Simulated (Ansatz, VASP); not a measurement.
## PtSe2 in two plane-wave programs

Wanted: the spread between two codes on one cell, functional and k mesh. The structure shown is the start of the Ansatz relaxation below; VASP solves that cell, so the two are compared at the walk's first step.

Calculated with Ansatz 0.2.0; plane waves, with VASP 6.6.1 beside it; single point at PBEsol.

## Step 1: The structure

The cell holds 3 atoms: 1 Pt and 2 Se. Cell: a = 3.853 Å, b = 3.853 Å, c = 33.500 Å, α = 90.0°, β = 90.0°, γ = 120.0°. Vacuum lies along c.

## Step 2: Ansatz: relaxation, PBEsol

Ansatz runs on its PAW soft_1 files.

The two programs are compared at the cell with which this relaxation starts, whose forces are those of its first step.

The input, input.yaml:

```yaml
crystal:
  lattice:
    - [3.85274258, 0.0, 0.0]
    - [-1.92637129, 3.3365729485, 0.0]
    - [0.0, 0.0, 33.5]
  atoms:
    - { symbol: Pt, position: [0.0, 0.0, 0.5] }
    - { symbol: Se, position: [0.3333333333, 0.6666666667, 0.5467318156] }
    - { symbol: Se, position: [0.6666666667, 0.3333333333, 0.4532681844] }
  periodic: [true, true, false]
kpoints:
  mp_grid: { grid: [6, 6, 1] }
hamiltonian:
  xc: pbesol
  pseudopotentials: { kind: paw, azcp: { folder: soft_1 }, xc_functional: pbe }
scf:
  occupations: { method: fermi_dirac, width: 0.02 }
relax:
  f_tol: 0.01
  max_steps: 100
  cell: {}
```

On the command line:

```sh
$ ansatz run input.yaml --threads 3 --pin off --max-ram 92160MiB --backend cuda --events-out ev --progress --plain --runs-dir out --devices 1 --max-vram 13GiB
```

Numbers of over 12 decimals in the logs are rounded to 6 here.

What it wrote:

```text
GPUs: using 1 of 1 available (devices: 1).
Engine: ansatz 0.2.0, x86_64-unknown-linux-gnu
Pseudopotentials: kind: paw
Pseudopotential: Pt, paw, valence charge 18, recommended cutoff 420 eV (normal), soft_1/Pt.paw.azcp
Pseudopotential: Se, paw, valence charge 16, recommended cutoff 420 eV (normal), soft_1/Se.paw.azcp
Functional definition: PBEsol
  exchange = pbesol_x
  correlation = pbesol_c
device memory: the entry about to start is reckoned to put 3.5 GiB on a device that reports 40.4 GiB free (of which the cap on the GPU budget leaves the run 13.0 GiB)
GPU FFT provider: cuFFT
GPU libraries: cuBLAS 13.8.2, cuFFT 12.4.0, cuSOLVER 12.3.4
Crystal: 3 atoms, lattice volume = 430.641 Å³
Basis set: ecut = 420 eV, 8415 PW (Γ), exchange–correlation on 54×54×450 points (8 copies of the dense FFT grid, shifted against one another)
Bands: 30, of which v1, the nominal top of the filled ones, is band 25 counted from 1 (24 counted from 0)
Symmetry: 12 space group operations
Space group: P-3m1 (ITA 164), of the structure as read, at distance tolerance 7.6e-5 Å
k-points: 7 of 36
Non-local potential: Pt, projectors of the file, l = 0: 3, l = 1: 2, l = 2: 2, l = 3: 1
Non-local potential: Se, projectors of the file, l = 0: 2, l = 1: 2, l = 2: 3, l = 3: 1
PAW form: soft (Blöchl's): semilocal exchange-correlation on the pseudo side does not see the compensation charge
PAW frozen core: Pt, regenerated for the run's functional, and the local potential with it (the file was generated under x = pbe(κ = 0.804, μ = 0.219515), c = pbe(β = 0.066725))
PAW frozen core: Se, regenerated for the run's functional, and the local potential with it (the file was generated under x = pbe(κ = 0.804, μ = 0.219515), c = pbe(β = 0.066725))
PAW one-centre angular grid: Pt, 590 points (default); XC on 64 Gauss nodes
PAW one-centre angular grid: Se, 590 points (default); XC on 64 Gauss nodes
Initial density: superposition of atomic densities (neutral atoms: chi_scale 0, normalization atom)
Initial wavefunctions: pseudopotential atomic-orbital guess
GPU buffer pool allocated for 164025 grid points (all kernels)
GPU transforms: local potential and band sums: pruned to the plane-wave sphere, on 25×25×225
Functional: x = pbesol(κ = 0.804, μ = 0.123457), c = pbesol(β = 0.046)
SCF iter   1: F=—  HF=-23234.562541 eV  |F-HF|=—  |Δ(HF+E_count)|=         —  Δρ=3.21e-2  dr2=5.16e0  ethr=3.10e-3  ⟨swp⟩=13.9  Hψ=1262  notcnv=0
preconditioner: auto → Resta (q_TF=auto, 1.906 Å⁻¹)  ε∞=2.1  [insulator: Δε(μ)=1.358 eV  Ē_g=8.120 eV  σ=0.020 eV  W_gap=1.00  n_scr=38 (ndim 8)  ℏωp=8.4 eV  f_vac=0.794  D(μ)=0.00/eV (n_scr^D=0)  ε∞_Penn≈2.1  vacuum switching on, ρ_ref=4.8e-3 e/Å³]
SCF iter   2: F=—  HF=-23234.800226 eV  |F-HF|=—  |Δ(HF+E_count)|=   2.38e-1  Δρ=2.54e-2  dr2=6.74e0  ethr=3.10e-3  ⟨swp⟩=4.0  Hψ=581  notcnv=0  defer=6
SCF iter   3: F=—  HF=-23233.700102 eV  |F-HF|=—  |Δ(HF+E_count)|=    1.10e0  Δρ=7.75e-3  dr2=1.21e-1  ethr=3.10e-3  ⟨swp⟩=3.4  Hψ=435  notcnv=0  defer=2
SCF iter   4: F=—  HF=-23233.666427 eV  |F-HF|=—  |Δ(HF+E_count)|=   3.37e-2  Δρ=1.48e-3  dr2=1.27e-2  ethr=2.41e-4  ⟨swp⟩=3.7  Hψ=418  notcnv=0  defer=5
SCF iter   5: F=—  HF=-23233.664956 eV  |F-HF|=—  |Δ(HF+E_count)|=   1.47e-3  Δρ=2.43e-4  dr2=6.02e-4  ethr=2.55e-5  ⟨swp⟩=3.0  Hψ=330  notcnv=0  defer=5
SCF iter   6: F=—  HF=-23233.664904 eV  |F-HF|=—  |Δ(HF+E_count)|=   5.23e-5  Δρ=1.07e-4  dr2=8.53e-5  ethr=1.20e-6  ⟨swp⟩=3.0  Hψ=349  notcnv=0  defer=5
SCF iter   7: F=—  HF=-23233.665084 eV  |F-HF|=—  |Δ(HF+E_count)|=   1.80e-4  Δρ=2.33e-5  dr2=2.70e-6  ethr=1.71e-7  ⟨swp⟩=2.9  Hψ=313  notcnv=0  defer=5
SCF iter   8: F=—  HF=-23233.665086 eV  |F-HF|=—  |Δ(HF+E_count)|=   1.70e-6  Δρ=1.16e-5  dr2=1.33e-6  ethr=5.40e-9  ⟨swp⟩=3.0  Hψ=432  notcnv=0  defer=5
SCF iter   9: F=-23233.665086 eV  HF=-23233.665086 eV  |F-HF|=1.86e-8  |Δ(HF+E_count)|=   1.50e-7  Δρ=2.17e-6  dr2=5.68e-8  ethr=2.00e-10  ⟨swp⟩=5.4  Hψ=998  notcnv=0
SCF 1 converged in 9 iterations: F = -23233.665086 eV  dr2 = 5.68e-8
  greatest PAW one-centre occupation: 1.000 electrons in one spin orbital (limit 2), on the Se atom at site 2 (counted from 0), in its partial waves of l = 2
relax step   1: F+E_penalty+E_count = -23233.66508598 eV  Δ(F+E_penalty+E_count) = +0.000e0 eV  max|allowed force component| = 2.852e0 eV/Å  Δτ_max = 0.0000 Å  P = -9.446 N/m  Ω = 430.641 Å³  fix = [c, alpha, beta]  reactions: c -0.000 N/m  (9 SCF iters, dr2 threshold 1.00e-7 eV, accepted)
[...]
relax step   5: F+E_penalty+E_count = -23234.92264774 eV  Δ(F+E_penalty+E_count) = -5.413e-3 eV  max|allowed force component| = 1.173e-2 eV/Å  Δτ_max = 0.0029 Å  P = -0.215 N/m  Ω = 399.245 Å³  energy of the carried Pulay correction = +6.905e-4 eV  fix = [c, alpha, beta]  reactions: c -0.000 N/m  (5 SCF iters, dr2 threshold 3.00e-7 eV, accepted)
[...]
relax step   6: F+E_penalty+E_count = -23234.92294546 eV  Δ(F+E_penalty+E_count) = -2.977e-4 eV  max|allowed force component| = 5.979e-3 eV/Å  Δτ_max = 0.0023 Å  P = +0.001 N/m  Ω = 397.852 Å³  energy of the carried Pulay correction = +7.223e-4 eV  fix = [c, alpha, beta]  reactions: c +0.000 N/m  (5 SCF iters, dr2 threshold 6.72e-8 eV, accepted)
[...]
relax step   7: F+E_penalty+E_count = -23234.92170444 eV  Δ(F+E_penalty+E_count) = +1.241e-3 eV  max|allowed force component| = 6.675e-3 eV/Å  Δτ_max = 0.0000 Å  P = +0.010 N/m  Ω = 397.852 Å³  fix = [c, alpha, beta]  reactions: c +0.000 N/m  stress off target by 1.04e-2 N/m on what of the cell is left free  SCF on the basis re-selected at this cell (its energy is not comparable with the rows above)  (7 SCF iters)
basis re-selected at this cell: Δ(F+E_penalty+E_count) = +1.241e-3 eV, ΔP = +0.009 N/m vs the last step (what re-selecting the basis moved, of the pressure what is left beyond the Pulay correction that the steps carried, after the strain that the cell walked since its last selection, with what the two solves' SCF thresholds leave and, on support functions, any second-order correction that the steps lacked; it is no measure of the basis error at this ecutwfc). The dense FFT grid was sized anew with the basis: this SCF ran on 25×25×225 points, the steps before it on 27×27×225, so part of this shift can come from that change (see relax.cell in the input reference). [rest of the remark cut]
SCF converged after 7 iterations
Free energy (F): -23234.921704 eV
Harris-Foulkes:  -23234.921704 eV  (|F-HF|=1.06e-10)
Internal energy: -23234.921704 eV  (E = F + TS)
E sigma→0 (E₀):  -23234.921704 eV
Fermi energy:    -4.905908 eV
--- Per-component energies (eV) ---
  E_band       = -1853.363936
  E_kinetic    = 817.395826
  E_local      = -141682.795128  (includes V_loc(G=0)·N_el)
  E_nonlocal   = -497.856974
  E_hartree    = 70330.440826
  E_xc         = -399.680074
  E_vxc        = -450.903990  (∫ρ·V_xc dr)
  E_paw        = -13519.147769  (= ΣΔE_a)
  E_vpaw       = -700.085730  (= ΣTr[D̂ρ^β])
  E_aug_tail   = 0.000395  (compensation charges beyond the density's cutoff)
  E_ewald      = 61714.417258
  E_core_change = 2.303935  (= ΣΔE_core)
  E_smearing   = -0.000000  (= −TS)
  E_closure    = 0.000000  (closes the sum)
  Σ components = -23234.921704   (vs F -23234.921704, Δ=0.00e0)
--- Forces (eV/Å), atoms counted from 1 ---
  atom   1  Pt     0.00000000     0.00000000     0.00000000
  atom   2  Se     0.00000000    -0.00000000     0.00667518
  atom   3  Se     0.00000000     0.00000000    -0.00667518
  max |Σ_I F_I| component: 8.67e-19 eV/Å
--- 2D stress c σ (N/m, compression-positive) ---
        0.010402       0.000000       0.000000
        0.000000       0.010402       0.000000
        0.000000       0.000000       0.000000
  P = ½ c Tr σ = 0.0104 N/m
--- Band table (eV; the first three rows and the last of 7) ---
  k-point 0: bands = [... 21 lower, -6.9664, -6.3553, -5.7515, -5.7515, -2.6583, -2.6583, -1.1034 (-1.1034°), -0.5092, ... 1 higher]
  k-point 1: bands = [... 21 lower, -7.7209, -5.9571, -5.8961, -5.8249, -4.0595, -3.0003, -0.2772 (-0.2774°), 0.0097, ... 1 higher]
  k-point 2: bands = [... 21 lower, -8.0812, -7.1382, -6.6315, -6.2993, -3.8925, -3.0426, -0.7547, 0.8593, ... 1 higher]
  k-point 6: bands = [... 21 lower, -8.3512, -8.0511, -6.7270, -6.7270, -3.8996, -3.8996, 0.4755, 2.5007, ... 1 higher]
  ° read free of the cell's end (the report's vacuum.weakly_bound_levels)
--- Relaxed structure (6 steps of the walk, 6 accepted, 1 SCFs on fresh bases) ---
  F+E_penalty+E_count = -23234.92170444 eV   max|allowed force component| = 6.675e-3 eV/Å   (the final SCF, on the basis selected at the relaxed cell)
  cell:  # Å, volume = 397.8522 Å³
    - [3.703166, 0, 0]
    - [-1.851583, 3.207036, 0]
    - [0, 0, 33.5]
  atoms:
    - { symbol: Pt, position: [0, 0, 0.5] }
    - { symbol: Se, position: [0.333333, 0.666667, 0.538568] }
    - { symbol: Se, position: [0.666667, 0.333333, 0.461432] }
```

The column dr2 measures how far the density is from self-consistency, as an energy; F and HF (Harris–Foulkes) agree once it is small.

## Step 3: VASP: single point, PBEsol, start cell

The same cell, functional, mesh and smearing now go to VASP, with its own data sets.

Lines of VASP's logs that name or quote its potential files are left out, and so is its time.

The input, INCAR:

```
SYSTEM = PtSe2
PREC = Accurate
ENCUT = 400
EDIFF = 1E-06
NELM = 120
ISMEAR = -1
SIGMA = 0.02
LREAL = .FALSE.
ALGO = Normal
GGA = PS
NBANDS = 17
LASPH = .TRUE.
LORBIT = 11
LWAVE = .FALSE.
LCHARG = .FALSE.
ISIF = 2
LDIPOL = .TRUE.
IDIPOL = 3
DIPOL = 0.5 0.5 0.5
LVHAR = .TRUE.
GGA_COMPAT = .FALSE.
EFERMI = MIDGAP
NELMDL = -8
```

The input, POSCAR:

```
PtSe2
1.0
    3.8527430000      0.0000000000      0.0000000000
   -1.9263710000      3.3365730000      0.0000000000
    0.0000000000      0.0000000000     33.5000000000
Pt Se
1 2
Direct
    0.0000000000      0.0000000000      0.5000000000
    0.3333332468      0.6666666667      0.5467318209
    0.6666664936      0.3333333333      0.4532681791
```

The input, KPOINTS:

```
Automatic mesh
0
Gamma
6 6 1
0 0 0
```

PAW data sets: Pt and Se (PBE family, release 64).

On the command line:

```sh
$ mpirun -np 1 vasp_std
```

What it wrote:

```text
[banner, memory and clock lines left out]
running    1 mpi-ranks, on    1 nodes
 distrk:  each k-point on    1 cores,    1 groups
 distr:  one band on    1 cores,    1 groups

 POSCAR found type information on POSCAR PtSe
 POSCAR found :  2 types and       3 ions
|                                                                             |
|               ----> ADVICE to this user running VASP <----                  |
|                                                                             |
|     You enforced a specific xc type in the INCAR file but a different       |
|     [... a line on the potential file left out ...]
|     I HOPE YOU KNOW WHAT YOU ARE DOING!                                     |
|                                                                             |

 LDA part: xc-table for (Slater+PW92), standard interpolation
 POSCAR, INCAR and KPOINTS ok, starting setup
 FFT: planning ... GRIDC
 FFT: planning ... GRID_SOFT
 FFT: planning ... GRID
 WAVECAR not read
 entering main loop
       N       E                     dE             d eps       ncg     rms          rms(c)
DAV:   1     0.159160864779E+03    0.15916E+03   -0.55582E+03   238   0.708E+02
DAV:   2     0.567461909728E+01   -0.15349E+03   -0.14517E+03   418   0.139E+02
DAV:   3    -0.150845215428E+02   -0.20759E+02   -0.20623E+02   285   0.668E+01
DAV:   4    -0.154364738223E+02   -0.35195E+00   -0.35109E+00   315   0.104E+01
DAV:   5    -0.154417414821E+02   -0.52677E-02   -0.52662E-02   315   0.122E+00
DAV:   6    -0.154418985720E+02   -0.15709E-03   -0.15709E-03   330   0.207E-01
DAV:   7    -0.154419041682E+02   -0.55961E-05   -0.55960E-05   330   0.350E-02
DAV:   8    -0.154419042595E+02   -0.91388E-07   -0.91295E-07   276   0.374E-03    0.869E+00
DAV:   9    -0.150084183073E+02    0.43349E+00   -0.51297E+00   273   0.204E+01    0.600E+00
DAV:  10    -0.145548359624E+02    0.45358E+00   -0.14421E+00   261   0.114E+01    0.231E+00
DAV:  11    -0.145337206889E+02    0.21115E-01   -0.13366E-01   319   0.208E+00    0.783E-01
DAV:  12    -0.145255383660E+02    0.81823E-02   -0.21572E-02   311   0.137E+00    0.259E-01
DAV:  13    -0.145250479926E+02    0.49037E-03   -0.48866E-03   303   0.378E-01    0.683E-02
DAV:  14    -0.145250613748E+02   -0.13382E-04   -0.78193E-05   303   0.712E-02    0.356E-02
[...]
DAV:  18    -0.145251813573E+02   -0.36149E-04   -0.56977E-06   304   0.101E-02    0.257E-03
DAV:  19    -0.145252244015E+02   -0.43044E-04   -0.16404E-06   220   0.709E-03    0.173E-03
DAV:  20    -0.145252702506E+02   -0.45849E-04   -0.18528E-06   228   0.471E-03    0.877E-04
DAV:  21    -0.145252842665E+02   -0.14016E-04   -0.21898E-07   240   0.208E-03    0.348E-04
DAV:  22    -0.145252926502E+02   -0.83837E-05   -0.14702E-07   245   0.112E-03    0.351E-04
DAV:  23    -0.145252944735E+02   -0.18233E-05   -0.18247E-08   264   0.560E-04    0.139E-04
DAV:  24    -0.145252956875E+02   -0.12140E-05   -0.13636E-08   244   0.338E-04    0.429E-05
DAV:  25    -0.145252961159E+02   -0.42839E-06   -0.38293E-09   253   0.169E-04
   1 F= -.14525296E+02 E0= -.14525296E+02  d E =-.114025E-10
```

OUTCAR, selected parts (step 3):

```text
ion  position               nearest neighbor table
   1  0.000  0.000  0.500-   2 2.72   3 2.72   2 2.72   3 2.72   3 2.72   2 2.72
   2  0.333  0.667  0.547-   1 2.72   1 2.72   1 2.72
   3  0.667  0.333  0.453-   1 2.72   1 2.72   1 2.72

  LATTYP: Found a hexagonal cell.
 ALAT       =     3.8527430000
 C/A-ratio  =     8.6951037222

 Subroutine GETGRP returns: Found 12 space group operations
 (whereof 12 operations were pure point group operations)

The static configuration has the point symmetry D_3d.

 Found      7 irreducible k-points:

   k-points           NKPTS =      7   k-points in BZ     NKDIM =      7   number of bands    NBANDS=     17

   dimension x,y,z NGX =    28 NGY =   28 NGZ =  224
   dimension x,y,z NGXF=    56 NGYF=   56 NGZF=  448

   ENCUT  =  400.0 eV  29.40 Ry    5.42 a.u.   6.28  6.28 54.63*2*pi/ulx,y,z

   NELECT =      22.0000    total number of electrons

 k-points in reciprocal lattice and weights: Automatic mesh
   0.00000000  0.00000000  0.00000000       0.028
   0.16666667  0.00000000  0.00000000       0.167
   0.33333333 -0.00000000  0.00000000       0.167
   0.50000000  0.00000000  0.00000000       0.083
   0.16666667  0.16666667  0.00000000       0.167
   0.33333333  0.16666667  0.00000000       0.333
   0.33333333  0.33333333  0.00000000       0.056

 dipolmoment           0.000000      0.000000      0.000000 electrons x Angstroem

 average (electrostatic) potential at core
       1 -77.5405       2 -61.9912       3 -61.9912

 E-fermi :  -3.5263

 k-point     1 :       0.0000    0.0000    0.0000
  band No.  band energies     occupation
    ...
      7      -6.2174      2.00000
      8      -5.6080      2.00000
      9      -4.9437      2.00000
     10      -4.0036      2.00000
     11      -4.0036      2.00000
     12      -2.1107      0.00000
     13      -2.1107      0.00000
     14      -0.4219      0.00000
     15       1.1162      0.00000
     16       1.3970      0.00000
    ...

 k-point     2 :       0.1667    0.0000    0.0000
  band No.  band energies     occupation
    ...
      7      -6.3113      2.00000
      8      -5.9545      2.00000
      9      -4.6990      2.00000
     10      -4.3396      2.00000
     11      -4.0555      2.00000
     12      -3.0489      0.00000
     13      -2.3053      0.00000
     14       0.4674      0.00000
     15       1.5315      0.00000
     16       1.7473      0.00000
    ...

 k-point     3 :       0.3333   -0.0000    0.0000
  band No.  band energies     occupation
    ...
      7      -6.1604      2.00000
      8      -6.1063      2.00000
      9      -5.4981      2.00000
     10      -4.7367      2.00000
     11      -4.5734      2.00000
     12      -2.8959      0.00000
     13      -2.3851      0.00000
     14       0.1721      0.00000
     15       1.8077      0.00000
     16       2.5832      0.00000
    ...

  Total       -7.6080911     -7.6080897     -8.9582054     -0.0000011      0.0000000      0.0000000
  in kB      -28.3054986    -28.3054933    -33.3285270     -0.0000042      0.0000000      0.0000000
  external PRESSURE =     -29.9798396 kB  Pullay stress =       0.0000000 kB

  energy-cutoff  :      400.00
  volume of cell :      430.64
      direct lattice vectors                 reciprocal lattice vectors
     3.852743000  0.000000000  0.000000000     0.259555335  0.149854318  0.000000000
    -1.926371000  3.336573000  0.000000000     0.000000000  0.299708713  0.000000000
     0.000000000  0.000000000 33.500000000     0.000000000  0.000000000  0.029850746

 POSITION                                       TOTAL-FORCE (eV/Angst)
 -----------------------------------------------------------------------------------
      0.00000      0.00000     16.75000        -0.000000      0.000000     -0.000000
     -0.00000      2.22438     18.31552        -0.000000      0.000000     -2.852741
      1.92637      1.11219     15.18448         0.000000      0.000000      2.852741
 -----------------------------------------------------------------------------------
    total drift:                                0.000356     -0.000000     -0.000000

  FREE ENERGIE OF THE ION-ELECTRON SYSTEM (eV)
  ---------------------------------------------------
  free  energy   TOTEN  =       -14.5252961159 eV

  energy  without entropy=      -14.5252961159  energy(sigma->0) =      -14.52529612

 vacuum level on the upper side and lower side of the slab         1.516         1.516

 total charge
# of ion       s       p       d       tot
------------------------------------------
    1        0.565   0.439   7.872   8.876
    2        1.487   2.131   0.028   3.645
    3        1.487   2.131   0.028   3.645
--------------------------------------------------
tot          3.539   4.700   7.928  16.167

[... 3 further parts left out ...]
```

## Step 4: Side by side

Known differences besides the potentials themselves: Ansatz cuts the interaction across the vacuum, VASP repeats the sheet with a dipole correction; the data sets hold 50 valence electrons in Ansatz (on its PAW soft_1 files) and 22 in VASP; the cutoff is 420 eV in Ansatz and 400 eV in VASP; Ansatz makes its cores anew for this functional, VASP keeps those of its PBE data sets. Total energies have different zeros and are not compared.

Forces (eV/Å; atoms numbered as in POSCAR):

```tsv
atom	Ansatz x, y, z	VASP x, y, z
Pt1	0.000, 0.000, 0.000	0.000, 0.000, 0.000
Se2	0.000, 0.000, -2.852	0.000, 0.000, -2.853
Se3	0.000, 0.000, 2.852	0.000, 0.000, 2.853
```

The forces differ by 0.6 meV/Å r.m.s., which is 0.0 % of the r.m.s. force of 1.345 eV/Å (both taken over all components). With vacuum in the cell, a pressure given here is an average over mostly empty space and none of the material.

## Step 5: Summary of results

```
r.m.s. force difference (single point, PBEsol, start cell) : 0.043 % of the r.m.s. force
```

What this shows: The r.m.s. force difference is 0.043 % of the r.m.s. force (single point, PBEsol, start cell), within the 3 % picked in this series as the mark of a large difference. The data sets hold unlike numbers of valence electrons (50 in Ansatz and 22 in VASP), so part of the differences comes from the potentials. 1 further run of this series is not shown here. How closely two codes agree says nothing of how well the functional describes the real material.

[Lines on the potential files, build, host, timing and source positions are cut from VASP's logs without a mark.]

[Logs are printed without paths, hosts, clocks, repeated set-up lines and the standing remarks that a program may print on its own settings, such as how far it seeks lower states.]

[Hosts, paths, dates, database ids (printed as entryN), source tags and the programs' standing remarks are cut or masked in the printed files.]
